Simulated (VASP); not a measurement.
Sn6C2 (ordered alloy cell): computed properties

Calculation: PBEsol GGA, VASP's PBE PAW potentials (set 64) (plane waves; VASP).

```yaml
space_group: R-3m (166)
cell: a = b = 8.2318 Å, c = 11.4851 Å, α = β = 90.00°, γ = 120.00°
volume_per_atom: 28.08 Å³/atom
band gap (over mesh and band path): none (metal, semimetal or under 0.01 eV)
density: 5.44 g/cm³
```

Space group R-3m, hexagonal axes (No. 166); a = b = 8.2318 Å, c = 11.4851 Å, α = β = 90.00°, γ = 120.00°

```
atom  site  symmetry       x       y       z
----  ----  --------  ------  ------  ------
Sn     18h        .m  0.3752  0.1876  0.0413
C       6c        3m  0.0000  0.0000  0.3195
```
(The calculation used a cell of 8 atoms; values per cell refer to that cell.)

Unless said otherwise, spin-orbit coupling is left out, though it shifts the bands of the heavy elements here.

The structure was generated: Sn6C2 was put into an ordered model structure (R-3m), which need not be its known phase. It was relaxed first, which changed the volume by +18 %. Symmetry was kept, so distortions that lower it aren't found.
